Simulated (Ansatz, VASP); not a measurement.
# Ni (Ni(100)) in two plane-wave programs

Aim: how closely do two programs agree when they are given the same cell, functional and k mesh? The cell is taken from a series of runs on this material, whose earlier steps may have relaxed, scaled, displaced or heated it; both programs get it as it stands.

Calculated with Ansatz 0.2.0; plane waves, with VASP 6.6.1 beside it; single point at LDA, single point at PBEsol and single point at RPBE.

## (1) Starting point

The cell holds 7 atoms: 7 Ni. Its edges and angles: a = 2.489 Å, b = 2.489 Å, c = 28.560 Å, α = 90.0°, β = 90.0°, γ = 90.0°. Vacuum lies along c.

## (2) Ansatz: single point, LDA

Ansatz runs on its default PAW (the set named soft_2) files.

With cell and atoms fixed, the geometry can't cause a difference; cores, projectors, grids and the points listed under the comparison can.

The input, input.yaml:

```yaml
crystal:
  lattice:
    - [2.4890158698, 0.0, 0.0]
    - [0.0, 2.4890158698, 0.0]
    - [0.0, 0.0, 28.56]
  atoms:
    - { symbol: Ni, position: [0.0, 0.0, 0.3151260504], spin: 0.7 }
    - { symbol: Ni, position: [0.5, 0.5, 0.3767507003], spin: 0.7 }
    - { symbol: Ni, position: [0.0, 0.0, 0.4383753501], spin: 0.7 }
    - { symbol: Ni, position: [0.5, 0.5, 0.5], spin: 0.7 }
    - { symbol: Ni, position: [0.0, 0.0, 0.5616246499], spin: 0.7 }
    - { symbol: Ni, position: [0.5, 0.5, 0.6232492997], spin: 0.7 }
    - { symbol: Ni, position: [0.0, 0.0, 0.6848739496], spin: 0.7 }
magnetization:
  spin_polarized: true
kpoints:
  mp_grid: { grid: [16, 16, 1] }
hamiltonian:
  xc: lda
scf:
  occupations: { method: fermi_dirac, width: 0.1 }
  convergence: { dr2_threshold: 1.0e-09 }
efield:
  axis: 3
  dipole_correction: true
  ramp_position: 0.97
  ramp_width: 0.06
output:
  write_potential: true
  write_density: true
  volumetric_format: npy
```

Started as:

```bash
> ansatz run input.yaml --threads 4 --pin off --max-ram 6144MiB --backend cpu --events-out ev --progress --plain --runs-dir out
```

Numbers of over 12 decimals in the logs are rounded to 6 here.

The log of the run:

```text
Engine: ansatz 0.2.0, x86_64-unknown-linux-gnu
Pseudopotentials: kind: paw
Pseudopotential: Ni, paw, valence charge 18, recommended cutoff 420 eV (normal), Ni.paw.azcp
Functional definition: SPW92
  exchange = slater_x
  correlation = pw_c
Crystal: 7 atoms, lattice volume = 176.935 Å³
Basis set: ecut = 420 eV, 3439 PW (Γ)
Bands: 79, of which v1, the nominal top of the filled ones, is band 63 counted from 1 (62 counted from 0)
Symmetry: 8 space group operations
k-points: 45 of 256
Non-local potential: Ni, projectors of the file, l = 0: 3, l = 1: 2, l = 2: 3, l = 3: 1
PAW form: soft (Blöchl's): semilocal exchange-correlation on the pseudo side does not see the compensation charge
PAW frozen core: Ni, regenerated for the run's functional, and the local potential with it (the file was generated under x = pbe(κ = 0.804, μ = 0.219515), c = pbe(β = 0.066725))
PAW one-centre angular grid: Ni, 590 points (default); XC on 64 Gauss nodes
Initial density: superposition of atomic densities (neutral atoms: chi_scale 0, normalization atom)
Starting moments: Σ|m| = 4.9 μB on 7 of 7 sites
Initial wavefunctions: pseudopotential atomic-orbital guess
Functional: x = slater, c = lda
SCF iter   1: F=—  HF=-40405.404667 eV  |F-HF|=—  |Δ(HF+E_count)|=         —  Δρ=4.96e-2 (↑1.99e-2 ↓4.96e-2)  dr2=8.34e0  dr2_m=1.20e0  M=5.808 μB ∫|m|=6.056 μB  β_m=1.00  ethr=3.10e-3  p=0.000 e·Å  D=5.13e-13 V/Å  ΔV_dip=-0.00 eV  dr2_dipole=5.62e-8  V_vac-E_F(+/−)=7.50/7.50 eV  ⟨swp⟩=10.3  Hψ=34707  notcnv=0  defer=157
Mixer restart at iter 1: flushing history
efield: sawtooth ramp at fractional position 0.9700 (set: `efield.ramp_position`, or a place that a band, a saddle search or an elastic batch's reference lends), width 0.0600; the density the first Hamiltonian is built on has a dipole p = 0.000 e·Å; the dipole correction subtracts the counter field D = 5.13e-13 V/Å, which shifts the + side's vacuum level by -0.00 eV against the − side's; the planar-averaged density in the ramp window peaks in size at 1.1e-5 e/Å³
preconditioner: auto → LDOS  [metal: Δε(μ)=0.003 eV  Ē_g=7.566 eV  σ=0.100 eV  W_gap=0.01  n_scr=42 (ndim 8)  ℏωp=23.4 eV  f_vac=0.522  D(μ)=12.68/eV (n_scr^D=144)]
spin=Collinear: LDOS preconditioning applied to the charge; magnetization (m = ρ↑ − ρ↓) channel mixes plain (no charge-response kernel on spin).
SCF iter   2: F=—  HF=-40404.968005 eV  |F-HF|=—  |Δ(HF+E_count)|=   4.37e-1  Δρ=1.64e-2 (↑1.27e-2 ↓1.64e-2)  dr2=1.20e0  dr2_m=3.41e-2  M=5.396 μB ∫|m|=5.808 μB  β_m=0.29  ethr=3.10e-3  p=0.000 e·Å  D=1.67e-5 V/Å  ΔV_dip=-0.00 eV  dr2_dipole=5.00e-8  V_vac-E_F(+/−)=6.56/6.56 eV  ⟨swp⟩=2.6  Hψ=12304  notcnv=0  defer=329
density mixer auto → msr1: a metal under ldos (density of states about μ 3.78 of a free-electron gas's, 42 screened modes)
SCF iter   3: F=—  HF=-40407.272226 eV  |F-HF|=—  |Δ(HF+E_count)|=    2.30e0  Δρ=9.17e-3 (↑5.03e-3 ↓9.17e-3)  dr2=2.71e-1  dr2_m=3.33e-2  M=5.253 μB ∫|m|=5.659 μB  β_m=0.45  ethr=9.55e-4  p=0.000 e·Å  D=2.33e-6 V/Å  ΔV_dip=-0.00 eV  dr2_dipole=2.66e-11  V_vac-E_F(+/−)=6.20/6.20 eV  ⟨swp⟩=2.7  Hψ=11864  notcnv=0  defer=362
SCF iter   4: F=—  HF=-40410.072245 eV  |F-HF|=—  |Δ(HF+E_count)|=    2.80e0  Δρ=1.32e-2 (↑4.62e-3 ↓1.32e-2)  dr2=2.84e-1  dr2_m=5.76e-2  M=4.841 μB ∫|m|=5.281 μB  β_m=0.67  ethr=2.15e-4  p=-0.000 e·Å  D=-1.89e-6 V/Å  ΔV_dip=0.00 eV  dr2_dipole=6.92e-10  V_vac-E_F(+/−)=5.67/5.67 eV  ⟨swp⟩=2.7  Hψ=11901  notcnv=0  defer=366
SCF iter   5: F=—  HF=-40411.149963 eV  |F-HF|=—  |Δ(HF+E_count)|=    1.08e0  Δρ=5.64e-3 (↑2.93e-3 ↓5.64e-3)  dr2=8.39e-2  dr2_m=8.12e-3  M=4.548 μB ∫|m|=4.980 μB  β_m=0.83  ethr=2.15e-4  p=-0.000 e·Å  D=-5.99e-6 V/Å  ΔV_dip=0.00 eV  dr2_dipole=2.34e-8  V_vac-E_F(+/−)=5.42/5.42 eV  ⟨swp⟩=2.8  Hψ=12677  notcnv=0  defer=370
SCF iter   6: F=—  HF=-40411.233683 eV  |F-HF|=—  |Δ(HF+E_count)|=   8.37e-2  Δρ=5.06e-3 (↑3.85e-3 ↓5.06e-3)  dr2=8.37e-2  dr2_m=1.95e-3  M=4.480 μB ∫|m|=4.918 μB  β_m=0.71  ethr=6.66e-5  p=0.000 e·Å  D=9.65e-8 V/Å  ΔV_dip=-0.00 eV  dr2_dipole=1.82e-8  V_vac-E_F(+/−)=5.36/5.36 eV  ⟨swp⟩=3.0  Hψ=15703  notcnv=0  defer=411
SCF iter   7: F=—  HF=-40411.217105 eV  |F-HF|=—  |Δ(HF+E_count)|=   1.66e-2  Δρ=2.58e-3 (↑1.22e-3 ↓2.58e-3)  dr2=1.41e-2  dr2_m=1.14e-3  M=4.454 μB ∫|m|=4.893 μB  β_m=0.56  ethr=6.64e-5  p=-0.000 e·Å  D=-2.66e-6 V/Å  ΔV_dip=0.00 eV  dr2_dipole=8.92e-10  V_vac-E_F(+/−)=5.32/5.32 eV  ⟨swp⟩=2.1  Hψ=11869  notcnv=0  defer=409
SCF iter   8: F=—  HF=-40411.211495 eV  |F-HF|=—  |Δ(HF+E_count)|=   5.61e-3  Δρ=5.27e-4 (↑5.27e-4 ↓5.13e-4)  dr2=5.18e-4  dr2_m=2.29e-4  M=4.444 μB ∫|m|=4.884 μB  β_m=0.76  ethr=1.12e-5  p=-0.000 e·Å  D=-1.54e-6 V/Å  ΔV_dip=0.00 eV  dr2_dipole=1.20e-12  V_vac-E_F(+/−)=5.27/5.27 eV  ⟨swp⟩=2.7  Hψ=12957  notcnv=0  defer=409
[...]
SCF iter  25: F=-40411.213615 eV  HF=-40411.213615 eV  |F-HF|=4.51e-10  |Δ(HF+E_count)|=  8.73e-11  Δρ=1.92e-7 (↑4.44e-8 ↓1.92e-7)  dr2=4.88e-10  dr2_m=1.03e-11  M=4.460 μB ∫|m|=4.900 μB  β_m=1.00  ethr=1.00e-12  p=-0.000 e·Å  D=-1.43e-8 V/Å  ΔV_dip=0.00 eV  dr2_dipole=1.35e-10  V_vac-E_F(+/−)=5.27/5.27 eV  ⟨swp⟩=1.1  Hψ=14734  notcnv=0  κ⁻¹=4.7e-4(r=3)
iter 26 met the thresholds in force, and the SCF goes on: an eigenvalue changes by 2.14 meV, over its tolerance of 1.00 meV (output.eigenvalues, Limitations)
SCF iter  26: F=-40411.213615 eV  HF=-40411.213615 eV  |F-HF|=7.28e-12  |Δ(HF+E_count)|=  2.91e-11  Δρ=1.47e-7 (↑2.44e-8 ↓1.47e-7)  dr2=1.96e-10  dr2_m=6.13e-12  M=4.460 μB ∫|m|=4.900 μB  β_m=1.00  ethr=1.00e-12  p=0.000 e·Å  D=5.69e-8 V/Å  ΔV_dip=-0.00 eV  dr2_dipole=2.41e-11  V_vac-E_F(+/−)=5.27/5.27 eV  ⟨swp⟩=1.1  Hψ=14634  notcnv=0  κ⁻¹=1.3e-4(r=4)
iter 27 met the thresholds in force, and the SCF goes on: an eigenvalue changes by 1.10 meV, over its tolerance of 1.00 meV (output.eigenvalues, Limitations)
SCF iter  27: F=-40411.213615 eV  HF=-40411.213615 eV  |F-HF|=4.37e-10  |Δ(HF+E_count)|=  3.64e-11  Δρ=7.96e-8 (↑1.50e-8 ↓7.96e-8)  dr2=4.26e-11  dr2_m=1.71e-12  M=4.460 μB ∫|m|=4.900 μB  β_m=1.00  ethr=1.00e-12  p=-0.000 e·Å  D=-4.93e-9 V/Å  ΔV_dip=0.00 eV  dr2_dipole=1.52e-12  V_vac-E_F(+/−)=5.27/5.27 eV  ⟨swp⟩=1.1  Hψ=14621  notcnv=0  κ⁻¹=6.4e-6(r=5)
SCF iter  28: F=-40411.213615 eV  HF=-40411.213615 eV  |F-HF|=5.09e-11  |Δ(HF+E_count)|=  2.18e-11  Δρ=3.88e-8 (↑7.88e-9 ↓3.88e-8)  dr2=1.07e-11  dr2_m=4.14e-13  M=4.460 μB ∫|m|=4.900 μB  ethr=1.00e-12  p=-0.000 e·Å  D=-3.40e-9 V/Å  ΔV_dip=0.00 eV  dr2_dipole=2.82e-12  V_vac-E_F(+/−)=5.27/5.27 eV  ⟨swp⟩=1.1  Hψ=14677  notcnv=0
SCF 1 converged in 28 iterations: F = -40411.213615 eV  dr2 = 1.07e-11
  greatest PAW one-centre occupation: 1.002 electrons in one spin orbital (limit 2), on the Ni atom at site 0 (counted from 0), in its partial waves of l = 1
WARN: The output density's exchange-correlation potential varies sharply where the density is thin. Do not read a vacuum level from v_tot or v_xc, or from such a field of the output density. On a cell that repeats whose density bears no net charge and no dipole along the vacuum's axis use v_es (v_loc + v_h of the components); under efield.dipole_correction with no amplitude use v_es + v_field, which holds any externa [...]
SCF converged after 28 iterations
an eigenvalue changed by more than its tolerance at an iteration that met the thresholds in force, so the SCF went on 5 times, its first undamped step at iteration 22: the last check found none over its tolerance
Magnetization: 4.4598 μB (65.2299 up, 60.7701 down)
Absolute magnetization: 4.9048 μB (∫|ρ↑−ρ↓|, with the PAW one-centre terms)
Spin contamination: 0.0408 ħ² per cell (⟨S²⟩ above its minimum at these occupations)
Per-site moments (μB) at R_I (Å): [(0.733134, 1.026719), (0.648462, 1.026719), (0.635986, 1.026719), (0.614806, 1.026719), (0.635986, 1.026719), (0.648462, 1.026719), (0.733133, 1.026719)]
Free energy (F): -40411.213615 eV
Harris-Foulkes:  -40411.213615 eV  (|F-HF|=5.09e-11)
Internal energy: -40410.795367 eV  (E = F + TS)
E sigma→0 (E₀):  -40411.004491 eV
Entropy (-TS):   -0.418248 eV (-59.750 meV/atom)
Fermi energy:    4.673709 eV
Dipole field:    D = -0.000002 V/Å  (p = -0.000002 e·Å, saw-weighted, corrected)
Work function:   Φ+ = 5.2675 eV   Φ− = 5.2676 eV
Levels:          The Fermi level and band energies are counted from a zero that moves with the ramp; work functions are not
--- Per-component energies (eV) ---
  E_band       = -3642.625393
  E_kinetic    = 1976.214483
  E_local      = -385003.040744  (includes V_loc(G=0)·N_el)
  E_nonlocal   = 4477.535538
  E_hartree    = 189677.110678
  E_xc         = -587.024402
  E_vxc        = -759.826971  (∫ρ·V_xc dr)
  E_paw        = -10946.591086  (= ΣΔE_a)
  E_vpaw       = -3687.731929  (= ΣTr[D̂ρ^β])
  E_aug_tail   = 0.003121  (compensation charges beyond the density's cutoff)
  E_efield     = 0.000000  (sawtooth field / dipole correction)
  E_vefield    = 0.000000  (∫n·V_field dr)
  E_ewald      = 159991.958201
  E_core_change = 3.038843  (= ΣΔE_core)
  E_smearing   = -0.418248  (= −TS)
  E_closure    = 0.000000  (closes the sum)
  Σ components = -40411.213615   (vs F -40411.213615, Δ=0.00e0)
--- Band table (eV; the first three rows and the last of 90) ---
  k-point 0 ↑: bands = [... 59 lower, 3.7727, 3.8906, 4.0436, 4.0783, 4.0783, 4.1346, 4.1728, 4.2544, ... 12 higher]
  k-point 1 ↑: bands = [... 59 lower, 3.7369, 3.9376, 3.9454, 3.9560, 4.0335, 4.1046, 4.1114, 4.1710, ... 12 higher]
  k-point 2 ↑: bands = [... 59 lower, 3.6757, 3.7023, 3.8839, 3.9359, 4.0425, 4.1003, 4.1005, 4.2053, ... 12 higher]
  k-point 44 ↓: bands = [... 59 lower, 5.0359, 5.0365, 5.3370, 5.3370, 7.6440, 7.6440, 8.9226, 8.9226, ... 12 higher]
```

[end of part 1 of 3]

[Lines on the potential files, build, host, timing and source positions are cut from VASP's logs without a mark.]

[Logs are printed without paths, hosts, clocks, repeated set-up lines and the standing remarks that a program may print on its own settings, such as how far it seeks lower states.]

[Hosts, paths, dates, database ids (printed as entryN), source tags and the programs' standing remarks are cut or masked in the printed files.]
